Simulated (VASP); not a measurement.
These are PBEsol GGA, VASP's PBE PAW potentials (set 64) (plane waves; VASP 6.6.1) values and carry that method's errors.

The input files of a VASP run:

KPOINTS:
```
kpoints
0
G
 15 15 15
```

### INCAR
```
# general
SYSTEM =NiSi
PREC   =Accurate
ENCUT  =400
LREAL  =.False.
LASPH  =.True.

# electronic loop
EDIFF  =1E-7
NELM   =100
ALGO   =Normal
LMAXMIX=4

# smearing
ISMEAR =-5

# functional
GGA    =PS

# ions
ISIF   =2

# output
LWAVE  =.False.
LCHARG =.True.
LORBIT =11
NEDOS  =601
```

### POSCAR
```
NiSi
1
    0.0000000000     2.3411093918     2.3411093918
    2.3411093918    -0.0000000000     2.3411093918
    2.3411093918     2.3411093918     0.0000000000
Ni Si
1 1
Direct
  0.0000000000   0.0000000000   0.0000000000
  0.5000000000   0.5000000000   0.5000000000
```

POTCAR, in this order: Ni Si (PBE.64 set). Program: vasp_std.

Output of the run:

OSZICAR:
```
       N       E                     dE             d eps       ncg     rms          rms(c)
DAV:   1     0.411627214556E+02    0.41163E+02   -0.55014E+03  2712   0.115E+03
DAV:   2    -0.118982850564E+02   -0.53061E+02   -0.49946E+02  2702   0.201E+02
DAV:   3    -0.135745315936E+02   -0.16762E+01   -0.16425E+01  3075   0.435E+01
DAV:   4    -0.136025102867E+02   -0.27979E-01   -0.27931E-01  3032   0.516E+00
DAV:   5    -0.136032498900E+02   -0.73960E-03   -0.73901E-03  3096   0.909E-01    0.137E+01
DAV:   6    -0.166294220796E+02   -0.30262E+01   -0.57848E+01  2858   0.147E+02    0.193E+01
DAV:   7    -0.119930615658E+02    0.46364E+01   -0.16188E+01  2991   0.902E+01    0.242E+00
DAV:   8    -0.119763018271E+02    0.16760E-01   -0.93897E-01  3704   0.128E+01    0.145E+00
DAV:   9    -0.119635152414E+02    0.12787E-01   -0.84425E-02  3160   0.495E+00    0.281E-01
DAV:  10    -0.119626361255E+02    0.87912E-03   -0.62907E-03  3108   0.151E+00    0.158E-01
DAV:  11    -0.119626210611E+02    0.15064E-04   -0.72461E-04  3484   0.450E-01    0.487E-02
DAV:  12    -0.119626073556E+02    0.13706E-04   -0.22880E-05  3234   0.650E-02    0.818E-03
DAV:  13    -0.119626019066E+02    0.54490E-05   -0.40303E-06  4021   0.290E-02    0.413E-03
DAV:  14    -0.119626014732E+02    0.43339E-06   -0.36557E-07  2767   0.481E-03    0.118E-03
DAV:  15    -0.119626014705E+02    0.26607E-08   -0.49102E-09  1506   0.929E-04
   1 F= -.11962601E+02 E0= -.11962601E+02  d E =0.000000E+00
```

OUTCAR:
```
------------------------ aborting loop because EDIFF is reached ----------------------------------------
  FORCE on cell =-STRESS in cart. coord.  units (eV):
  Direction    XX          YY          ZZ          XY          YZ          ZX
  --------------------------------------------------------------------------------------
  Total       -0.0072122     -0.0072122     -0.0072122      0.0000000     -0.0000000      0.0000000
  in kB       -0.4502788     -0.4502788     -0.4502788      0.0000000     -0.0000000      0.0000000
  external PRESSURE =      -0.4502788 kB  Pullay stress =       0.0000000 kB
  volume of cell :       25.66
      direct lattice vectors                 reciprocal lattice vectors
     0.000000000  2.341109392  2.341109392    -0.213573958  0.213573958  0.213573958
     2.341109392  0.000000000  2.341109392     0.213573958 -0.213573958  0.213573958
     2.341109392  2.341109392  0.000000000     0.213573958  0.213573958 -0.213573958
 POSITION                                       TOTAL-FORCE (eV/Angst)
 -----------------------------------------------------------------------------------
      0.00000      0.00000      0.00000         0.000000      0.000000      0.000000
      2.34111      2.34111      2.34111         0.000000      0.000000      0.000000
 -----------------------------------------------------------------------------------
    total drift:                                0.000000     -0.000000     -0.000000
  FREE ENERGIE OF THE ION-ELECTRON SYSTEM (eV)
  ---------------------------------------------------
  free  energy   TOTEN  =       -11.9626014705 eV

  energy  without entropy=      -11.9626014705  energy(sigma->0) =      -11.96260147

 total charge

# of ion       s       p       d       tot
------------------------------------------
    1        0.580   0.483   8.484   9.547
    2        0.794   0.811   0.000   1.605
--------------------------------------------------
tot          1.373   1.295   8.484  11.152
```
(Selected blocks of OUTCAR.)

For a metal the tetrahedron method with Blöchl corrections gives inexact stress and forces.

The structure was generated: NiSi was put into the rock salt type (Fm-3m), which need not be its known phase. It was relaxed first, which changed the volume by -22 %. The run is not spin-polarised, so no magnetic state was tried.
